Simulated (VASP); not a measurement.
VASP runs on CdO (rock salt) share one base input (PBE GGA, plane waves, VASP's PBE PAW potentials (set 64)) and change the settings named in each case.

### INCAR
```
SYSTEM = CdO
PREC = Accurate
ENCUT = 520
EDIFF = 1E-6
NELM = 100
ALGO = Normal
LREAL = .FALSE.
LASPH = .TRUE.
ISMEAR = 0
SIGMA = 0.05
GGA = PE
LMAXMIX = 4
LWAVE = .FALSE.
LCHARG = .FALSE.
ISIF = 2
```

POSCAR:
```
CdO
1
    0.0000000000     2.3500000000     2.3500000000
    2.3500000000     0.0000000000     2.3500000000
    2.3500000000     2.3500000000     0.0000000000
Cd O
1 1
Direct
  0.0000000000   0.0000000000   0.0000000000
  0.5000000000   0.5000000000   0.5000000000
```

**KPOINTS**
```
Automatic mesh
0
Gamma
9 9 9
0 0 0
```

POTCAR, in this order: Cd O (PBE.64 set). Program: vasp_std.

```tsv
change	E(σ→0) (eV/atom)	pressure (GPa)	−TS (eV)
base run	-3.8487	7.51	-0.0002
ISMEAR = 1, SIGMA = 0.1	-3.8486	7.51	0.0005
SIGMA = 0.1	-3.8487	7.51	-0.0005
SIGMA = 0.02	-3.8487	7.51	-0.0001
SIGMA = 0.5	-3.8480	7.59	-0.0116
ISMEAR = -1, SIGMA = 0.1	-3.8489	7.52	-0.0020
ISMEAR = -1, SIGMA = 0.5	-3.8379	8.42	-0.1707
ISMEAR = -5, SIGMA removed	-3.8484	7.48	0.0000
ISMEAR = -4, SIGMA removed	-3.8481	7.48	0.0000
```

Left out are runs that ran out of time, are held back, or changed the cell or the kind of run, fixed moments of cells without a moment, rows past the twelfth, gaps on odd meshes, pressures of charged cells and columns that move by less than the noise.

The compound is CdO in the rock salt structure. The cell was not relaxed at this level.
